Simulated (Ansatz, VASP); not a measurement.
# TlSbS3 in two plane-wave programs, part 2 of 2

Wanted: the spread between two codes on one cell, functional and k mesh. The cell is generated by rule, not measured, and may not be a known phase. The cell is taken from a series of runs on this material, whose earlier steps may have relaxed, scaled, displaced or heated it; both programs get it as it stands.

VASP 6.6.1 and Ansatz 0.2.0.

So far: Set-up; VASP: zone-centre phonons, LDA.

The structure was built from a prototype and need not be the compound's stable phase.

**3. Ansatz: zone-centre phonons, LDA**

Level of this step: Ansatz beside VASP: Kohn-Sham DFT, plane waves, LDA (Ansatz).

Ansatz runs on its PAW soft_1 files.

The same cell, functional (in two slightly different forms), mesh and smearing now go to Ansatz, which takes its cutoff from its data sets.

Input file input.yaml:

```yaml
crystal:
  lattice:
    - [4.9559718062, 0.0, 0.0]
    - [0.0, 4.9559718062, 0.0]
    - [0.0, 0.0, 4.9559718062]
  atoms:
    - { symbol: Tl, position: [0.0, 0.0, 0.0] }
    - { symbol: Sb, position: [0.5, 0.5, 0.5] }
    - { symbol: S, position: [0.5, 0.5, 0.0] }
    - { symbol: S, position: [0.5, 0.0, 0.5] }
    - { symbol: S, position: [0.0, 0.5, 0.5] }
kpoints:
  mp_grid: { grid: [8, 8, 8] }
hamiltonian:
  xc: lda
  pseudopotentials: { kind: paw, azcp: { folder: soft_1 }, xc_functional: pbe }
scf:
  occupations: { method: methfessel_paxton, width: 0.2 }
output:
  eigenvalues: true
phonons:
  method: dfpt
```

On the command line:

```
> ansatz run input.yaml --threads 4 --pin off --max-ram 16384MiB --backend cpu --events-out ev --progress --plain --runs-dir out
```

Numbers of over 12 decimals in the logs are rounded to 6 here.

Log:

```text
zone centre: on kpoints.mp_grid the ground state, and the responses unless they are solved on pairs of k-points, stand on 125 of the mesh's 512 k-points, reduced under 8 symmetry operations, with k and −k counted as one. Each operation leaves every solved displacement unchanged or reverses it
Engine: ansatz 0.2.0, aarch64-unknown-linux-gnu
Pseudopotentials: kind: paw
Pseudopotential: Tl, paw, valence charge 13, recommended cutoff 420 eV (normal), soft_1/Tl.paw.azcp
Pseudopotential: Sb, paw, valence charge 15, recommended cutoff 420 eV (normal), soft_1/Sb.paw.azcp
Pseudopotential: S, paw, valence charge 6, recommended cutoff 420 eV (normal), soft_1/S.paw.azcp
Functional definition: SPW92
  exchange = slater_x
  correlation = pw_c
Crystal: 5 atoms, lattice volume = 121.727 Å³
Basis set: ecut = 420 eV, 2373 PW (Γ), exchange–correlation on 72×72×72 points (8 copies of the dense FFT grid, shifted against one another)
Bands: 28, of which v1, the nominal top of the filled ones, is band 23 counted from 1 (22 counted from 0)
Symmetry: 48 space group operations
k-points: 125 of 512 (irreducible under 8 space group operations)
Non-local potential: Tl, projectors of the file, l = 0: 2, l = 1: 2, l = 2: 2, l = 3: 1
Non-local potential: Sb, projectors of the file, l = 0: 2, l = 1: 2, l = 2: 2, l = 3: 1
Non-local potential: S, projectors of the file, l = 0: 2, l = 1: 2, l = 2: 1
PAW form: soft (Blöchl's): semilocal exchange-correlation on the pseudo side does not see the compensation charge
PAW frozen core: Tl, regenerated for the run's functional, and the local potential with it (the file was generated under x = pbe(κ = 0.804, μ = 0.219515), c = pbe(β = 0.066725))
PAW frozen core: Sb, regenerated for the run's functional, and the local potential with it (the file was generated under x = pbe(κ = 0.804, μ = 0.219515), c = pbe(β = 0.066725))
PAW frozen core: S, regenerated for the run's functional, and the local potential with it (the file was generated under x = pbe(κ = 0.804, μ = 0.219515), c = pbe(β = 0.066725))
PAW one-centre angular grid: Tl, 590 points (default); XC on 64 Gauss nodes
PAW one-centre angular grid: Sb, 590 points (default); XC on 64 Gauss nodes
PAW one-centre angular grid: S, 110 points (default); XC on 64 Gauss nodes
Initial density: superposition of atomic densities (chi_scale 0.1, normalization cell, long waves kept (reshape's long-wave potential 0.03 eV rms))
Initial wavefunctions: pseudopotential atomic-orbital guess
Functional: x = slater, c = lda
SCF iter   1: F=—  HF=-20092.978664 eV  |F-HF|=—  |Δ(HF+E_count)|=         —  Δρ=2.88e-2  dr2=2.43e0  ethr=3.10e-3  ⟨swp⟩=7.6  Hψ=17863  notcnv=0
preconditioner: auto → Kerker (q_TF=auto, 2.320 Å⁻¹)  [metal: Δε(μ)=0.037 eV  Ē_g=10.342 eV  σ=0.200 eV  W_gap=0.15  n_scr=26 (ndim 8)  ℏωp=20.2 eV  f_vac=0.000  D(μ)=3.65/eV (n_scr^D=26)]
SCF iter   2: F=—  HF=-20092.431174 eV  |F-HF|=—  |Δ(HF+E_count)|=   5.47e-1  S|Δr|=    0.00e0  Δρ=1.61e-2  dr2=9.34e-1  ethr=3.10e-3  ⟨swp⟩=2.9  Hψ=6019  notcnv=0  defer=37
SCF iter   3: F=—  HF=-20092.130681 eV  |F-HF|=—  |Δ(HF+E_count)|=   3.00e-1  S|Δr|=    0.00e0  Δρ=3.90e-3  dr2=7.94e-2  ethr=2.03e-3  ⟨swp⟩=2.7  Hψ=6313  notcnv=0  defer=37
SCF iter   4: F=—  HF=-20092.100403 eV  |F-HF|=—  |Δ(HF+E_count)|=   3.03e-2  S|Δr|=    0.00e0  Δρ=1.43e-3  dr2=7.08e-3  ethr=1.73e-4  ⟨swp⟩=2.6  Hψ=6046  notcnv=0  defer=25
SCF iter   5: F=—  HF=-20092.098132 eV  |F-HF|=—  |Δ(HF+E_count)|=   2.27e-3  S|Δr|=    0.00e0  Δρ=5.07e-4  dr2=4.61e-4  ethr=1.54e-5  ⟨swp⟩=2.8  Hψ=6790  notcnv=0  defer=13
SCF iter   6: F=—  HF=-20092.097984 eV  |F-HF|=—  |Δ(HF+E_count)|=   1.49e-4  S|Δr|=    0.00e0  Δρ=1.27e-4  dr2=2.63e-5  ethr=1.00e-6  ⟨swp⟩=2.0  Hψ=5939  notcnv=0  defer=13
SCF iter   7: F=—  HF=-20092.097984 eV  |F-HF|=—  |Δ(HF+E_count)|=   5.68e-7  S|Δr|=    0.00e0  Δρ=2.37e-5  dr2=6.07e-7  ethr=5.73e-8  ⟨swp⟩=2.9  Hψ=6774  notcnv=0  defer=13
SCF iter   8: F=—  HF=-20092.097987 eV  |F-HF|=—  |Δ(HF+E_count)|=   2.61e-6  S|Δr|=    0.00e0  Δρ=5.90e-6  dr2=4.87e-8  ethr=1.32e-9  ⟨swp⟩=2.0  Hψ=5383  notcnv=0  defer=13
SCF iter   9: F=—  HF=-20092.097987 eV  |F-HF|=—  |Δ(HF+E_count)|=   1.96e-8  S|Δr|=    0.00e0  Δρ=1.52e-6  dr2=4.91e-9  ethr=1.06e-10  ⟨swp⟩=2.5  Hψ=6484  notcnv=0  defer=13
SCF iter  10: F=—  HF=-20092.097987 eV  |F-HF|=—  |Δ(HF+E_count)|=   1.09e-9  S|Δr|=    0.00e0  Δρ=4.70e-7  dr2=4.10e-10  ethr=1.07e-11  ⟨swp⟩=2.4  Hψ=4985  notcnv=0  defer=13
SCF iter  11: F=-20092.097987 eV  HF=-20092.097987 eV  |F-HF|=0.00e0  |Δ(HF+E_count)|=  6.55e-11  S|Δr|=    0.00e0  Δρ=7.87e-8  dr2=7.57e-12  ethr=1.00e-12  ⟨swp⟩=7.4  Hψ=22261  notcnv=0
SCF 1 converged in 11 iterations: F = -20092.097987 eV  dr2 = 7.57e-12
  greatest PAW one-centre occupation: 0.997 electrons in one spin orbital (limit 2), on the Sb atom at site 1 (counted from 0), in its partial waves of l = 2
DFPT response loops at Γ: preconditioner auto → Kerker (q_TF=auto, 2.320 Å⁻¹) (partly filled bands, converged f_vac=0.001); β = 1.00, the filter's whole step (`scf.mixing.beta` (0.50) is not read by the response loops under this deck's `scf.mixing.preconditioner`; to damp them name `kerker` or `kerker_dos`, under which they read `scf.mixing.beta`, and type it under 1.00, their step now; both keys bind the ground state too); Broyden in place of MSR1
SCF converged after 11 iterations
Stability not checked: this state was not tested for a lower state beside it, because cold or Methfessel-Paxton smearing, or corrected tetrahedra, fill the levels in a way that the test cannot read (fill_not_monotonic; see scf.lower_state_search)
Free energy (F): -20092.097987 eV
Harris-Foulkes:  -20092.097987 eV  (|F-HF|=0.00e0)
Internal energy: -20092.093256 eV  (E = F + TS)
E sigma→0 (E₀):  -20092.096804 eV
Entropy (-TS):   -0.004731 eV (-0.946 meV/atom)
Fermi energy:    6.687344 eV
--- Per-component energies (eV) ---
  E_band       = -226.568948
  E_kinetic    = 746.985959
  E_local      = -3147.226336  (includes V_loc(G=0)·N_el)
  E_nonlocal   = 822.224640
  E_hartree    = 1223.362401
  E_xc         = -546.733527
  E_vxc        = -462.777669  (∫ρ·V_xc dr)
  E_paw        = -16013.929505  (= ΣΔE_a)
  E_vpaw       = -632.500495  (= ΣTr[D̂ρ^β])
  E_aug_tail   = 0.000087  (compensation charges beyond the density's cutoff)
  E_ewald      = -3177.653938
  E_core_change = 0.876963  (= ΣΔE_core)
  E_smearing   = -0.004731  (= −TS)
  E_closure    = 0.000000  (closes the sum)
  Σ components = -20092.097987   (vs F -20092.097987, Δ=0.00e0)
--- Band table (eV; the first three rows and the last of 125) ---
  k-point 0: bands = [... 19 lower, 5.5270, 5.5270, 5.7507, 5.7507, 5.7507, 12.0726, 12.0726, 12.0726, ... 1 higher]
  k-point 1: bands = [... 19 lower, 5.4581, 5.7021, 5.7231, 5.7231, 5.8236, 11.6316, 11.8935, 11.8935, ... 1 higher]
  k-point 2: bands = [... 19 lower, 5.2071, 5.5905, 5.7564, 5.7564, 6.4594, 10.5057, 11.6096, 11.6096, ... 1 higher]
  k-point 124: bands = [... 19 lower, 5.0853, 6.9721, 6.9721, 6.9721, 7.9831, 7.9831, 7.9831, 10.6616, ... 1 higher]
--- Phonons (Γ-DFPT): 4 representative perturbations + reference, on 125 of 512 k-points (Σ response iterations 12) ---
  k mesh reduced under 8 symmetry operations, with k and −k counted as one. Each operation leaves every solved displacement unchanged or reverses it
  ASR residual: 2.994e-5 → 0.000e0 eV/Å²; symmetrization residual: 1.922e-5 eV/Å²
  ASR residual per site (eV/Å²): 2.82e-5 2.82e-5 2.99e-5 2.99e-5 2.99e-5
  Γ frequencies (cm⁻¹): -122.62 -122.62 -122.62 -98.71 -98.71 -98.71 -21.07 -21.07 -21.07 0.00 0.00 0.00 252.25 252.25 252.25
  non-analytic LO–TO correction: not included (Born effective charges unavailable; polar crystals: no LO–TO splitting at Γ)
```

Reading the cycles: dr2 is the Hartree energy of the density residual (eV), the measure of convergence; HF is the Harris–Foulkes estimate of the energy, which meets the free energy F at convergence.

**4. Differences**

Known differences besides the potentials themselves: the two LDA forms differ slightly; the data sets hold 46 valence electrons in Ansatz (on its PAW soft_1 files) and 36 in VASP; the cutoff is 420 eV in Ansatz and 500 eV in VASP; VASP's log shows a relativistic correction to its local exchange, Ansatz's none. Total energies have different zeros and are not compared.

Both answers:

```tsv
quantity	Ansatz	VASP	difference
optical mode 1 to 3 (imaginary, printed as negative) (cm⁻¹)	-122.6	-123.1	+0.5
optical mode 4 to 6 (imaginary, printed as negative) (cm⁻¹)	-98.7	-98.3	-0.4
optical mode 7 to 9 (imaginary, printed as negative) (cm⁻¹)	-21.1	-22.2	+1.1
optical mode 10 to 12 (cm⁻¹)	252.2	259.6	-2.82 %
```

Modes are paired by rising frequency, not by their patterns, so a pair may set unlike modes beside each other; they are those without the splitting of longitudinal modes.

**5. Outcome**

```yaml
r_m_s_difference_of_the_optical_zone_centre_modes_each_program_s_sorted_by_frequency_zone_centre_phonons_lda: 3.7 cm⁻¹
difference_in_optical_mode_10_to_12_zone_centre_phonons_lda: -2.8 %
```

What this shows: The r.m.s. difference of the optical zone-centre modes, each program's sorted by frequency is 3.7 cm⁻¹ (zone-centre phonons, LDA). The data sets hold unlike numbers of valence electrons (46 in Ansatz and 36 in VASP), so part of the differences comes from the potentials. Among the rows given in per cent, the largest difference of the zone-centre phonons, LDA pair is in optical mode 10 to 12, -2.8 %. Such differences can come from data sets, numerical settings and the points named under the comparisons, not from the functional's error against experiment.

[Lines on the potential files, build, host, timing and source positions are cut from VASP's logs without a mark.]

[Logs are printed without paths, hosts, clocks, repeated set-up lines and the standing remarks that a program may print on its own settings, such as how far it seeks lower states.]

[Hosts, paths, dates, database ids (printed as entryN), source tags and the programs' standing remarks are cut or masked in the printed files.]
